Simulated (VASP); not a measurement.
Calculation: r2SCAN+rVV10, VASP's PBE PAW potentials (set 64) (plane waves; VASP).

A VASP calculation is set up with these files.

File POSCAR:
```
WSi2
1
   -1.6035011811     1.6035011811     3.9007310024
    1.6035011811    -1.6035011811     3.9007310024
    1.6035011811     1.6035011811    -3.9007310024
Si W
2 1
Direct
  0.6654534297   0.6654534297   0.0000000000
  0.3345465703   0.3345465703   0.0000000000
  0.0000000000   0.0000000000   0.0000000000
```

**INCAR**
```
SYSTEM = WSi2
PREC = Accurate
ENCUT = 520
EDIFF = 1E-7
NELM = 100
ALGO = Normal
LREAL = .FALSE.
LASPH = .TRUE.
ISMEAR = -5
METAGGA = R2SCAN
LUSE_VDW = .TRUE.
BPARAM = 11.95
CPARAM = 0.0093
LMIXTAU = .TRUE.
LMAXMIX = 6
LWAVE = .FALSE.
LCHARG = .FALSE.
LORBIT = 11
NEDOS = 601
ISIF = 2
LEFG = .TRUE.
```

**KPOINTS**
```
Regular mesh
0
Gamma
  15 15 15
```

### KPOINTS_OPT
```
k-points along high-symmetry lines
6
Line-mode
Reciprocal
  0.000000   0.000000   0.000000 ! GAMMA
  0.000000   0.000000   0.500000 ! X

  0.000000   0.000000   0.500000 ! X
  0.250000   0.250000   0.250000 ! P

  0.250000   0.250000   0.250000 ! P
  0.000000   0.500000  -0.000000 ! N

  0.000000   0.500000  -0.000000 ! N
  0.000000   0.000000   0.000000 ! GAMMA

  0.000000   0.000000   0.000000 ! GAMMA
  0.500000   0.500000  -0.500000 ! M

  0.500000   0.500000  -0.500000 ! M
  0.292017   0.707983  -0.292017 ! S

 -0.292017   0.292017   0.292017 ! S_0
  0.000000   0.000000   0.000000 ! GAMMA

  0.000000   0.000000   0.500000 ! X
 -0.084034   0.084034   0.500000 ! R

  0.500000   0.500000  -0.084034 ! G
  0.500000   0.500000  -0.500000 ! M
```

POTCAR, in this order: Si W_sv (PBE.64 set). Program: vasp_std.

The resulting files:

File OSZICAR:
```
       N       E                     dE             d eps       ncg     rms          rms(c)
DAV:   1     0.812963958822E+02    0.81296E+02   -0.11543E+04  8640   0.152E+03
DAV:   2    -0.704216592351E+02   -0.15172E+03   -0.15021E+03  9984   0.370E+02
DAV:   3    -0.746509073722E+02   -0.42292E+01   -0.41852E+01 11441   0.534E+01
DAV:   4    -0.746812157206E+02   -0.30308E-01   -0.30281E-01  9900   0.527E+00
DAV:   5    -0.746815782201E+02   -0.36250E-03   -0.36269E-03 11573   0.582E-01    0.278E+01
DAV:   6    -0.695863638133E+02    0.50952E+01   -0.35273E+00  9655   0.215E+01    0.813E+00
DAV:   7    -0.692924411776E+02    0.29392E+00   -0.33389E-01 10152   0.541E+00    0.392E+00
DAV:   8    -0.695706151478E+02   -0.27817E+00   -0.28378E-01  9368   0.574E+00    0.638E-01
DAV:   9    -0.695266232229E+02    0.43992E-01   -0.81020E-02  9109   0.325E+00    0.400E-01
DAV:  10    -0.695279820788E+02   -0.13589E-02   -0.14829E-03 11300   0.338E-01    0.310E-01
DAV:  11    -0.695314200777E+02   -0.34380E-02   -0.34669E-03 10558   0.525E-01    0.426E-01
DAV:  12    -0.695304565209E+02    0.96356E-03   -0.34479E-03  9438   0.733E-01    0.306E-01
DAV:  13    -0.695322036502E+02   -0.17471E-02   -0.12211E-03  8990   0.421E-01    0.229E-01
DAV:  14    -0.695321670671E+02    0.36583E-04   -0.21284E-04 11181   0.127E-01    0.134E-01
DAV:  15    -0.695321683299E+02   -0.12628E-05   -0.24982E-05  9627   0.650E-02    0.664E-02
DAV:  16    -0.695321622949E+02    0.60350E-05   -0.42366E-05 10915   0.544E-02    0.102E-02
DAV:  17    -0.695321643375E+02   -0.20425E-05   -0.23093E-06  9221   0.162E-02    0.123E-02
DAV:  18    -0.695321641086E+02    0.22882E-06   -0.32667E-06 11083   0.141E-02    0.944E-04
DAV:  19    -0.695321644764E+02   -0.36776E-06   -0.19265E-07  7847   0.432E-03    0.201E-03
DAV:  20    -0.695321643939E+02    0.82466E-07   -0.15455E-08  4565   0.134E-03
   1 F= -.69532164E+02 E0= -.69532164E+02  d E =0.000000E+00
       N       E                     dE             ncg
```

OUTCAR:
```
------------------------ aborting loop because EDIFF is reached ----------------------------------------
  FORCE on cell =-STRESS in cart. coord.  units (eV):
  Direction    XX          YY          ZZ          XY          YZ          ZX
  --------------------------------------------------------------------------------------
  Total        0.0756083      0.0756083     -0.0707631      0.0000000      0.0000000      0.0000000
  in kB        3.0195039      3.0195039     -2.8260031      0.0000000      0.0000000      0.0000000
  external PRESSURE =       1.0710015 kB  Pullay stress =       0.0000000 kB
  volume of cell :       40.12
      direct lattice vectors                 reciprocal lattice vectors
    -1.603501181  1.603501181  3.900731002     0.000000000  0.311817669  0.128181102
     1.603501181 -1.603501181  3.900731002     0.311817669  0.000000000  0.128181102
     1.603501181  1.603501181 -3.900731002     0.311817669  0.311817669  0.000000000
 POSITION                                       TOTAL-FORCE (eV/Angst)
 -----------------------------------------------------------------------------------
      0.00000      0.00000      5.19151         0.000000      0.000000     -0.042102
      0.00000      0.00000      2.60995        -0.000000     -0.000000      0.042102
      0.00000      0.00000      0.00000         0.000000      0.000000      0.000000
 -----------------------------------------------------------------------------------
    total drift:                               -0.000000     -0.000000      0.000000
  FREE ENERGIE OF THE ION-ELECTRON SYSTEM (eV)
  ---------------------------------------------------
  free  energy   TOTEN  =       -69.5321643939 eV

  energy  without entropy=      -69.5321643939  energy(sigma->0) =      -69.53216439

 total charge

# of ion       s       p       d       tot
------------------------------------------
    1        0.725   0.908   0.000   1.633
    2        0.725   0.908   0.000   1.633
    3        2.310   6.321   3.595  12.226
--------------------------------------------------
tot          3.759   8.138   3.595  15.491

 Electric field gradients after diagonalization (V/A^2)
 (convention: |V_zz| > |V_xx| > |V_yy|)
----------------------------------------------------------------------
 ion       V_xx      V_yy      V_zz     asymmetry (V_yy - V_xx)/ V_zz
----------------------------------------------------------------------
   1       5.175     5.175   -10.351       0.000
   2       5.175     5.175   -10.351       0.000
   3      73.191    73.191  -146.381       0.000
```
(Selected blocks of OUTCAR.)

For a metal the tetrahedron method with Blöchl corrections gives inexact stress and forces.

The compound is WSi2 in the MoSi2 type structure. It was relaxed first.
